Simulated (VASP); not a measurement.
Here is a VASP 6.6.1 calculation.

The input INCAR:

```
SYSTEM = W
PREC     = Accurate       ! precision mode
ENCUT    = 520            ! plane-wave cutoff, eV
EDIFF    = 1E-7           ! SCF threshold, eV
ISMEAR   = 0              ! smearing method
SIGMA    = 0.1            ! smearing width, eV
LREAL    = .False.        ! projectors in reciprocal space
LASPH    = .True.         ! aspherical terms in the spheres
NELM     = 80             ! most SCF steps
ALGO     = Normal         ! electronic algorithm
ISIF     = 2              ! what is computed and relaxed
LWAVE    = .False.        ! write WAVECAR
LCHARG   = .False.        ! write CHGCAR
GGA      = PE             ! functional
NBANDS   = 13             ! bands
```

KPOINTS

```
Automatic mesh
0
Gamma
  18 18 18
  0 0 0
```

POSCAR

```
W                                       
1.0
   -1.5926457963      1.5926457963      1.5926457963
    1.5926457963     -1.5926457963      1.5926457963
    1.5926457963      1.5926457963     -1.5926457963
  W             
     1
Direct
     0.0000000000000000    0.0000000000000000    0.0000000000000000
```

Potentials or basis: VASP PAW PBE potentials, release 64 (W_sv).

Launch:

```console
$ cat potpaw_PBE.64/W_sv/POTCAR > POTCAR
$ mpirun -np 1 vasp_std > vasp.out
```

Q: Predict the pressure.

A: 0.0 GPa.

Q: What does it give for the band gap on the k mesh?

A: None (metal or under the smearing width).

Spin-orbit coupling is left out, which matters for the levels of W.
